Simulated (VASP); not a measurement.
# Band gap of TiO2 (Anatase) at several levels of theory

Aim: the gap of TiO2 (Anatase) on one structure at many levels of theory. The starting structure is a measured crystal structure from the Crystallography Open Database. The atoms were first relaxed with LDA in that cell, in a run that isn't shown, and the relaxed structure is the one below. Meshes and data sets differ where the inputs say so.

Program: VASP 6.6.1. Level of theory: Kohn-Sham DFT with plane waves and PAW; LDA, PBE, r2SCAN, TB-mBJ, LDA+U (Ti d 4 eV), r2SCAN+U (Ti d 2 eV) and HSE06. Results are calculated unless marked as measured.

## 1. The starting structure

Symmetry: I4_1/amd, No. 141, tetragonal system. Conventional cell: a = 3.784 Å, b = 3.784 Å, c = 9.515 Å, α = 90.00°, β = 90.00°, γ = 90.00°. Nearest to Ti lie 6 O at 1.93 to 1.97 Å. Nearest to O lie 3 Ti at 1.93 to 1.97 Å. Farther neighbours and most contacts between anions are not listed.

Structure file:

```xyz
6
Lattice="-1.8921 1.8921 4.7573 1.8921 -1.8921 4.7573 1.8921 1.8921 -4.7573" Properties=species:S:1:pos:R:3 pbc="T T T"
Ti    0.0000    1.8921    2.3786
Ti    0.0000    0.0000    0.0000
O     0.0000    0.0000    7.5402
O     0.0000    1.8921    0.4042
O     0.0000    1.8921    4.3531
O     0.0000    0.0000    1.9744
```

## 2. Bands with LDA

LDA, the lowest rung, knows the local density alone.

File INCAR:

```
SYSTEM = TiO2
PREC = Accurate
ENCUT = 460
EDIFF = 1E-06
NELM = 100
ISMEAR = 0
SIGMA = 0.03
LREAL = .FALSE.
ALGO = Normal
GGA = CA
NBANDS = 40
LASPH = .TRUE.
LORBIT = 11
LWAVE = .FALSE.
LCHARG = .FALSE.
KPAR = 8
```

File POSCAR:

```
TiO2
1.0
   -1.8921000000      1.8921000000      4.7573000000
    1.8921000000     -1.8921000000      4.7573000000
    1.8921000000      1.8921000000     -4.7573000000
Ti O
2 4
Direct
    0.7500000000      0.2500000000      0.5000000000
    0.0000000000      0.0000000000      0.0000000000
    0.7924867405      0.7924867405      0.0000000000
    0.5424867405      0.0424867405      0.5000000000
    0.9575132595      0.4575132595      0.5000000000
    0.2075132595      0.2075132595      0.0000000000
```

File KPOINTS:

```
Automatic mesh
0
Gamma
8 8 8
0 0 0
```

File KPOINTS_OPT:

```
Line mode
8
Line-mode
Reciprocal
  0.00000000   0.00000000   0.00000000 GAMMA
  0.00000000   0.00000000   0.50000000 X

  0.00000000   0.00000000   0.50000000 X
 -0.07909283   0.07909283   0.50000000 Y

 -0.07909283   0.07909283   0.50000000 Y
 -0.28954641   0.28954641   0.28954641 S

 -0.28954641   0.28954641   0.28954641 S
  0.00000000   0.00000000   0.00000000 GAMMA

  0.00000000   0.00000000   0.00000000 GAMMA
  0.50000000   0.50000000  -0.50000000 Z

  0.50000000   0.50000000  -0.50000000 Z
  0.28954641   0.71045359  -0.28954641 S1

  0.28954641   0.71045359  -0.28954641 S1
  0.00000000   0.50000000   0.00000000 N

  0.00000000   0.50000000   0.00000000 N
  0.25000000   0.25000000   0.25000000 P

  0.25000000   0.25000000   0.25000000 P
  0.50000000   0.50000000  -0.07909283 Y1

  0.50000000   0.50000000  -0.07909283 Y1
  0.50000000   0.50000000  -0.50000000 Z

  0.00000000   0.00000000   0.50000000 X
  0.25000000   0.25000000   0.25000000 P
```

PAW data sets: Ti_sv and O (LDA family, release 64).

Command:

```console
$ mpirun -np 8 vasp_std
```

The program printed:

```text
[banner, memory and clock lines left out]
running    8 mpi-ranks, on    1 nodes
 distrk:  each k-point on    1 cores,    8 groups
 distr:  one band on    1 cores,    1 groups

 POSCAR found type information on POSCAR TiO
 POSCAR found :  2 types and       6 ions
|                                                                             |
|           W    W    AA    RRRRR   N    N  II  N    N   GGGG   !!!           |
|           W    W   A  A   R    R  NN   N  II  NN   N  G    G  !!!           |
|           W    W  A    A  R    R  N N  N  II  N N  N  G       !!!           |
|           W WW W  AAAAAA  RRRRR   N  N N  II  N  N N  G  GGG   !            |
|           WW  WW  A    A  R   R   N   NN  II  N   NN  G    G                |
|           W    W  A    A  R    R  N    N  II  N    N   GGGG   !!!           |
|                                                                             |
|     For optimal performance we recommend to set                             |
|       NCORE = 2 up to number-of-cores-per-socket                            |
|     NCORE specifies how many cores store one orbital (NPAR=cpu/NCORE).      |
|     This setting can greatly improve the performance of VASP for DFT.       |
|     The default, NCORE=1 might be grossly inefficient on modern             |
|     multi-core architectures or massively parallel machines. Do your        |
|     Unfortunately you need to use the default for GW and RPA                |
|     calculations (for HF NCORE is supported but not extensively tested      |
|     yet).                                                                   |
|                                                                             |

 LDA part: xc-table for (Slater(with rela. corr.)+CA(PZ))
 , standard interpolation
 POSCAR, INCAR and KPOINTS ok, starting setup
 FFT: planning ... GRIDC
 FFT: planning ... GRID_SOFT
 FFT: planning ... GRID
 WAVECAR not read
 entering main loop
       N       E                     dE             d eps       ncg     rms          rms(c)
DAV:   1     0.587746456614E+03    0.58775E+03   -0.21419E+04  4720   0.128E+03
DAV:   2     0.299599051411E+01   -0.58475E+03   -0.53092E+03  4976   0.414E+02
DAV:   3    -0.713939515935E+02   -0.74390E+02   -0.73082E+02  6256   0.150E+02
DAV:   4    -0.754639790231E+02   -0.40700E+01   -0.40536E+01  6928   0.310E+01
DAV:   5    -0.755798376213E+02   -0.11586E+00   -0.11585E+00  5896   0.405E+00    0.316E+01
DAV:   6    -0.597926647925E+02    0.15787E+02   -0.39622E+01  6176   0.722E+01    0.118E+01
DAV:   7    -0.591488863140E+02    0.64378E+00   -0.78530E+00  5496   0.274E+01    0.993E+00
DAV:   8    -0.590361064698E+02    0.11278E+00   -0.45757E-01  5656   0.437E+00    0.771E+00
DAV:   9    -0.590160631009E+02    0.20043E-01   -0.58435E-01  7024   0.111E+01    0.388E+00
DAV:  10    -0.588504504563E+02    0.16561E+00   -0.20186E-01  6000   0.457E+00    0.160E+00
DAV:  11    -0.588240586696E+02    0.26392E-01   -0.58679E-02  7032   0.272E+00    0.677E-01
DAV:  12    -0.588215872341E+02    0.24714E-02   -0.10282E-02  5432   0.701E-01    0.411E-01
DAV:  13    -0.588213103429E+02    0.27689E-03   -0.90822E-04  5616   0.270E-01    0.193E-01
DAV:  14    -0.588209859790E+02    0.32436E-03   -0.95818E-04  5864   0.159E-01    0.373E-02
DAV:  15    -0.588209822658E+02    0.37133E-05   -0.41410E-05  6152   0.327E-02    0.387E-02
DAV:  16    -0.588209678909E+02    0.14375E-04   -0.11183E-05  6152   0.466E-02    0.105E-02
DAV:  17    -0.588209666690E+02    0.12219E-05   -0.32505E-06  5936   0.147E-02    0.259E-03
DAV:  18    -0.588209666861E+02   -0.17139E-07   -0.59077E-07  3328   0.437E-03
   1 F= -.58820967E+02 E0= -.58820967E+02  d E =-.832063E-45
 Start KPOINTS_OPT (optional k-point list driver)
k-point batch [1-59\88]
       N       E                     dE             ncg
DAV:   1    -0.228422279042E+04   -0.65417E+05     4720
DAV:   2    -0.341329298825E+05   -0.31849E+05     4904
DAV:   3    -0.380812874380E+05   -0.39484E+04     6232
DAV:   4    -0.383489346583E+05   -0.26765E+03     6904
DAV:   5    -0.383577550146E+05   -0.88204E+01     5720
DAV:   6    -0.383579308896E+05   -0.17588E+00     6248
DAV:   7    -0.383579348567E+05   -0.39671E-02     5808
DAV:   8    -0.383579349171E+05   -0.60442E-04     5344
DAV:   9    -0.383579349186E+05   -0.14578E-05     3536
DAV:  10    -0.383579349188E+05   -0.16787E-06     3664
k-point batch [60-88\88]
       N       E                     dE             ncg
DAV:   1     0.250176802250E+05   -0.45974E+05     2320
DAV:   2     0.926980751112E+04   -0.15748E+05     2424
DAV:   3     0.733308631685E+04   -0.19367E+04     3128
DAV:   4     0.720624243992E+04   -0.12684E+03     3328
DAV:   5     0.720249014659E+04   -0.37523E+01     2872
DAV:   6     0.720245131516E+04   -0.38831E-01     3088
DAV:   7     0.720245029785E+04   -0.10173E-02     2856
DAV:   8     0.720245026958E+04   -0.28261E-04     2440
DAV:   9     0.720245026827E+04   -0.13177E-05     1776
DAV:  10     0.720245026817E+04   -0.98852E-07     1784
```

It took 2.3 min on 8 MPI ranks of Intel Xeon Platinum 8259CL at 2.50GHz (Skylake/Cascade Lake), shared host; peak memory 2.8 GiB; 17 min of CPU time.

Lines that name or quote the potential files are left out of all logs, and their timing lines are given in words.

Parts of OUTCAR (step 2):

```text
ion  position               nearest neighbor table
   1  0.750  0.250  0.500-   3 1.93   6 1.93   3 1.93   6 1.93   5 1.97   4 1.97
   2  0.000  0.000  0.000-   4 1.93   5 1.93   4 1.93   5 1.93   3 1.97   6 1.97
   3  0.792  0.792  0.000-   1 1.93   1 1.93   2 1.97
   4  0.542  0.042  0.500-   2 1.93   2 1.93   1 1.97
   5  0.958  0.458  0.500-   2 1.93   2 1.93   1 1.97
   6  0.208  0.208  0.000-   1 1.93   1 1.93   2 1.97

  LATTYP: Found a body centered tetragonal cell.
 ALAT       =     3.7842000000
 C/A-ratio  =     2.5142962846

 Subroutine GETGRP returns: Found 16 space group operations
 (whereof  8 operations were pure point group operations)

The static configuration has the point symmetry D_2d.
 The point group associated with its full space group is D_4h.

 Found     59 irreducible k-points:

   k-points           NKPTS =     59   k-points in BZ     NKDIM =     59   number of bands    NBANDS=     40

   dimension x,y,z NGX =    40 NGY =   40 NGZ =   40
   dimension x,y,z NGXF=    80 NGYF=   80 NGZF=   80

   ENCUT  =  460.0 eV  33.81 Ry    5.81 a.u.   9.55  9.55  9.55*2*pi/ulx,y,z

   NELECT =      48.0000    total number of electrons

 k-points in reciprocal lattice and weights: Automatic mesh
   0.00000000  0.00000000  0.00000000       0.002
   0.12500000  0.00000000  0.00000000       0.016
   0.25000000  0.00000000  0.00000000       0.016
   0.37500000  0.00000000 -0.00000000       0.016
   0.50000000  0.00000000  0.00000000       0.008
   0.12500000  0.12500000  0.00000000       0.016
   0.25000000  0.12500000 -0.00000000       0.031
   0.37500000  0.12500000  0.00000000       0.031
   0.50000000  0.12500000 -0.00000000       0.031
[...]
-0.37500000 -0.37500000  0.37500000       0.004
   0.50000000  0.50000000  0.50000000       0.002

 average (electrostatic) potential at core
       1 -77.2789       2 -77.2789       3 -71.5129       4 -71.5129       5 -71.5129
       6 -71.5129

 E-fermi :   3.3334

 k-point     1 :       0.0000    0.0000    0.0000
  band No.  band energies     occupation
    ...
     20       2.3169      2.00000
     21       2.3223      2.00000
     22       2.3223      2.00000
     23       2.6105      2.00000
     24       2.6105      2.00000
     25       5.0921      0.00000
     26       5.8631      0.00000
     27       7.0367      0.00000
     28       7.0367      0.00000
     29       7.0673      0.00000
    ...

 k-point     2 :       0.1250    0.0000    0.0000
  band No.  band energies     occupation
    ...
     20       1.9658      2.00000
     21       2.2058      2.00000
     22       2.3154      2.00000
     23       2.4017      2.00000
     24       2.6304      2.00000
     25       5.4603      0.00000
     26       5.9221      0.00000
     27       6.6506      0.00000
     28       6.8235      0.00000
     29       6.9894      0.00000
    ...

 k-point     3 :       0.2500    0.0000    0.0000
  band No.  band energies     occupation
    ...
     20       1.3817      2.00000
     21       1.7029      2.00000
     22       2.2764      2.00000
     23       2.3092      2.00000
     24       2.5683      2.00000
     25       5.9707      0.00000
     26       6.2534      0.00000
     27       6.3646      0.00000
     28       6.6432      0.00000
     29       6.9226      0.00000
    ...

  Total       -2.9071042     -2.9071042     -2.0938370      0.0000000      0.0000000      0.0000000
  in kB      -68.3695113    -68.3695113    -49.2430289      0.0000000      0.0000000      0.0000000
  external PRESSURE =     -61.9940172 kB  Pullay stress =       0.0000000 kB

  energy-cutoff  :      460.00
  volume of cell :       68.13
      direct lattice vectors                 reciprocal lattice vectors
    -1.892100000  1.892100000  4.757300000     0.000000000  0.264256646  0.105101633
     1.892100000 -1.892100000  4.757300000     0.264256646  0.000000000  0.105101633
     1.892100000  1.892100000 -4.757300000     0.264256646  0.264256646  0.000000000

 POSITION                                       TOTAL-FORCE (eV/Angst)
 -----------------------------------------------------------------------------------
      0.00000      1.89210      2.37865         0.000000      0.000000      0.000000
      0.00000      0.00000      0.00000         0.000000      0.000000      0.000000
      0.00000      0.00000      7.54019        -0.000000     -0.000000     -0.000148
      0.00000      1.89210      0.40424        -0.000000     -0.000000     -0.000148
     -0.00000      1.89210      4.35306         0.000000      0.000000      0.000148
      0.00000      0.00000      1.97441         0.000000      0.000000      0.000148
 -----------------------------------------------------------------------------------
    total drift:                                0.000000      0.000000     -0.000000

  FREE ENERGIE OF THE ION-ELECTRON SYSTEM (eV)
  ---------------------------------------------------
  free  energy   TOTEN  =       -58.8209666861 eV

  energy  without entropy=      -58.8209666861  energy(sigma->0) =      -58.82096669

 total charge
# of ion       s       p       d       tot
------------------------------------------
    1        2.229   6.308   1.780  10.317
    2        2.229   6.308   1.780  10.317
    3        1.568   3.485   0.000   5.053
    4        1.568   3.485   0.000   5.053
    5        1.568   3.485   0.000   5.053
    6        1.568   3.485   0.000   5.053
--------------------------------------------------
tot         10.730  26.556   3.560  40.846

[... 3 further parts left out ...]
```

At this level the cell is under a tension of 6.2 GPa, so at these settings it is away from equilibrium.

LDA gives a least gap of 2.008 eV, and a least direct gap of 2.345 eV.

## 3. Bands with PBE

PBE, the usual starting point, adds the gradient of the density.

Changes to INCAR since step 2:

```diff
@@ -9,3 +9,3 @@
 ALGO = Normal
-GGA = CA
+GGA = PE
 NBANDS = 40
```

POSCAR is that of step 2.

KPOINTS is that of step 2.

KPOINTS_OPT is that of step 2.

The projector-augmented-wave data sets are Ti_sv and O (PBE family, release 64).

Command:

```console
$ mpirun -np 8 vasp_std
```

The program printed:

```text
[banner, memory and clock lines left out]
running    8 mpi-ranks, on    1 nodes
[...]
[... a notice as in an earlier step ...]

 LDA part: xc-table for (Slater+PW92), standard interpolation
 POSCAR, INCAR and KPOINTS ok, starting setup
[...]
entering main loop
       N       E                     dE             d eps       ncg     rms          rms(c)
DAV:   1     0.602009031437E+03    0.60201E+03   -0.21448E+04  4720   0.129E+03
DAV:   2     0.103387641714E+02   -0.59167E+03   -0.53589E+03  4960   0.417E+02
DAV:   3    -0.665963315038E+02   -0.76935E+02   -0.75544E+02  6248   0.152E+02
DAV:   4    -0.708724421336E+02   -0.42761E+01   -0.42586E+01  6928   0.319E+01
[...]
DAV:  15    -0.538319182716E+02    0.17418E-05   -0.18748E-05  5832   0.286E-02    0.372E-02
DAV:  16    -0.538319008797E+02    0.17392E-04   -0.22597E-05  7016   0.639E-02    0.329E-03
DAV:  17    -0.538319010976E+02   -0.21785E-06   -0.22934E-06  4824   0.101E-02
   1 F= -.53831901E+02 E0= -.53831901E+02  d E =-.164194E-54
 Start KPOINTS_OPT (optional k-point list driver)
k-point batch [1-59\88]
       N       E                     dE             ncg
DAV:   1    -0.149160516855E+04   -0.64624E+05     4720
DAV:   2    -0.336595618349E+05   -0.32168E+05     4944
DAV:   3    -0.377114884893E+05   -0.40519E+04     6216
DAV:   4    -0.379882287395E+05   -0.27674E+03     6936
[...]
DAV:   8    -0.379979216458E+05   -0.79985E-04     5296
DAV:   9    -0.379979216478E+05   -0.20239E-05     3560
DAV:  10    -0.379979216480E+05   -0.21204E-06     3640
k-point batch [60-88\88]
       N       E                     dE             ncg
DAV:   1     0.254041715978E+05   -0.45588E+05     2320
DAV:   2     0.951321997070E+04   -0.15891E+05     2416
DAV:   3     0.751791350304E+04   -0.19953E+04     3160
DAV:   4     0.738446175653E+04   -0.13345E+03     3296
[...]
DAV:   8     0.737993319823E+04   -0.31553E-04     2384
DAV:   9     0.737993319697E+04   -0.12691E-05     1808
DAV:  10     0.737993319687E+04   -0.95850E-07     1784
```

Elapsed: 2.2 min, on 8 MPI ranks; peak memory 3.1 GiB.

From OUTCAR (step 3):

```text
  Total        1.8502315      1.8502315      2.8858536      0.0000000      0.0000000      0.0000000
  in kB       43.5138939     43.5138939     67.8697390      0.0000000      0.0000000      0.0000000
  external PRESSURE =      51.6325090 kB  Pullay stress =       0.0000000 kB

 POSITION                                       TOTAL-FORCE (eV/Angst)
 -----------------------------------------------------------------------------------
      0.00000      1.89210      2.37865         0.000000      0.000000      0.000000
      0.00000      0.00000      0.00000         0.000000      0.000000      0.000000
      0.00000      0.00000      7.54019         0.000000     -0.000000     -0.216175
      0.00000      1.89210      0.40424        -0.000000      0.000000     -0.216175
     -0.00000      1.89210      4.35306        -0.000000      0.000000      0.216175
      0.00000      0.00000      1.97441         0.000000     -0.000000      0.216175
 -----------------------------------------------------------------------------------
    total drift:                                0.000000      0.000000     -0.000000

  FREE ENERGIE OF THE ION-ELECTRON SYSTEM (eV)
  ---------------------------------------------------
  free  energy   TOTEN  =       -53.8319010976 eV

  energy  without entropy=      -53.8319010976  energy(sigma->0) =      -53.83190110

[... 2 parts as in an earlier step ...]

[... 1 further part left out ...]
[key lines of the parts left out:]
E-fermi :   3.6754
```

PBE gives a least gap of 2.116 eV, and a least direct gap of 2.444 eV. The least gap is +0.109 eV from that of LDA.

(Part 1 of 3 ends here.)

[Lines on the potential files, build, host, timing and source positions are cut from VASP's logs without a mark.]

[Logs are printed without paths, hosts, clocks, repeated set-up lines and the standing remarks that a program may print on its own settings, such as how far it seeks lower states.]

[Hosts, paths, dates, database ids (printed as entryN), source tags and the programs' standing remarks are cut or masked in the printed files.]
